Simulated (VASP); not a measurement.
Computed with HSE06 screened hybrid (exact exchange on a k-mesh reduced by 4x4x4), VASP's PBE PAW potentials (set 64) (plane waves; VASP).

VASP ran on this input.

**KPOINTS**
```
Automatic mesh
0
gamma
  16 16 16
```

### POSCAR
```
BN
1
    0.0000000000     1.8122212065     1.8122212065
    1.8122212065     0.0000000000     1.8122212065
    1.8122212065     1.8122212065     0.0000000000
B N
1 1
Direct
  0.0000000000   0.0000000000   0.0000000000
  0.2500000000   0.2500000000   0.2500000000
```

**INCAR**
```
SYSTEM = BN
PREC = Normal
ENCUT = 400
EDIFF = 1E-5
NELM = 50
ALGO = Normal
LREAL = .FALSE.
LASPH = .TRUE.
ISMEAR = 0
SIGMA = 0.05
GGA = PE
LWAVE = .FALSE.
LCHARG = .FALSE.
NELMIN = 4
HFSCREEN = 0.2
AEXX = 0.25
LHFCALC = .TRUE.
PRECFOCK = Fast
ISYM = 3
ISIF = 0
NKREDX = 4
NKREDY = 4
NKREDZ = 4
```

POTCAR, in this order: B N (PBE.64 set). Program: vasp_std. Read from the step before: WAVECAR.

What VASP printed:

### OSZICAR
```
       N       E                     dE             d eps       ncg     rms          rms(c)
DAV:   1    -0.203598378710E+02   -0.20360E+02   -0.27086E-01  3240   0.526E+00    0.471E-01
DAV:   2    -0.203604154699E+02   -0.57760E-03   -0.12560E-03  3128   0.386E-01    0.295E-01
DAV:   3    -0.203598874276E+02    0.52804E-03   -0.44578E-04  2856   0.178E-01    0.166E-01
DAV:   4    -0.203597504001E+02    0.13703E-03   -0.13215E-04  2624   0.101E-01    0.918E-02
DAV:   5    -0.203597097942E+02    0.40606E-04   -0.31707E-05  2688   0.549E-02    0.495E-02
DAV:   6    -0.203596978719E+02    0.11922E-04   -0.84118E-06  1744   0.298E-02    0.269E-02
DAV:   7    -0.203596943250E+02    0.35468E-05   -0.23604E-06  1192   0.173E-02
   1 F= -.20359694E+02 E0= -.20359694E+02  d E =-.105452E-16
```

### OUTCAR
```
------------------------ aborting loop because EDIFF is reached ----------------------------------------
  volume of cell :       11.90
      direct lattice vectors                 reciprocal lattice vectors
     0.000000000  1.812221207  1.812221207    -0.275904508  0.275904508  0.275904508
     1.812221207  0.000000000  1.812221207     0.275904508 -0.275904508  0.275904508
     1.812221207  1.812221207  0.000000000     0.275904508  0.275904508 -0.275904508
  FREE ENERGIE OF THE ION-ELECTRON SYSTEM (eV)
  ---------------------------------------------------
  free  energy   TOTEN  =       -20.3596943250 eV

  energy  without entropy=      -20.3596943250  energy(sigma->0) =      -20.35969433

  exchange ACFDT corr.  =         0.00000000  see jH, gK, PRB 81, 115126
```
(Selected blocks of OUTCAR.)

Exact exchange is summed on a reduced mesh (NKRED).

The compound is BN in the zinc blende structure. It was relaxed first. The cell's shape comes from a PBE relaxation.
